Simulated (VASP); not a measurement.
Runs of VASP 6.6.1 on InAs. The structure is cubic, space group F-43m (No. 216). Conventional cell: a = 6.091 Å, b = 6.091 Å, c = 6.091 Å, α = 90.00°, β = 90.00°, γ = 90.00°. In (site symmetry -43m) is surrounded by 4 As at 2.64 Å. As (site symmetry -43m) has 4 In at 2.64 Å as nearest neighbours. 

| task | level | potentials or basis | spin | cell | cutoff (eV) | k mesh for the DOS | occupations for the DOS | gap on the mesh (eV) | pressure (GPa) |
| --- | --- | --- | --- | --- | --- | --- | --- | --- | --- |
| band structure | TB-mBJ | VASP PAW PBE potentials, release 64 (In_d, As) | off | as given | 520 | - | - | 0.60 | - |
| relaxation of cell and atoms | PBEsol | VASP PAW PBE potentials, release 64 (In_d, As) | off | relaxed | 600 | - | - | none | 0.0 |
| band structure | r2SCAN | VASP PAW PBE potentials, release 64 (In_d, As) | off | as given | 520 | - | - | 0.13 | (b) |
| band structure | PBE | VASP PAW PBE potentials, release 64 (In_d, As) | SOC, no magnetisation | as given | 520 | - | - | - | 2.6 |
| band structure | LDA | VASP PAW LDA potentials, release 64 (In_d, As) | off | as given | 520 | - | - | - | (a) |
| band structure | PBE | VASP PAW PBE potentials, release 64 (In_d, As) | off | as given | 520 | - | - | - | 2.6 |

Alike in all rows: k mesh 10 × 10 × 10; smearing gaussian 0.03 eV.

Problem. Fill in the values left out.

Solution. (a) -1.7; (b) 0.5.

Caveats: spin-orbit coupling is left out, which moves the levels of the heavy elements (some runs); the PAW data sets were made with another functional, which shifts forces and pressure a little (some runs); this crystal is a semiconductor, whose small gap the functional closes, so the metal is an error of the method (some runs); the relaxation stopped at its first step, so nothing moved (some runs).

A k mesh can miss the band edges, and rows without SOC leave out spin-orbit coupling on As, In.

A gap of «none» marks a metal or a gap under the smearing width.
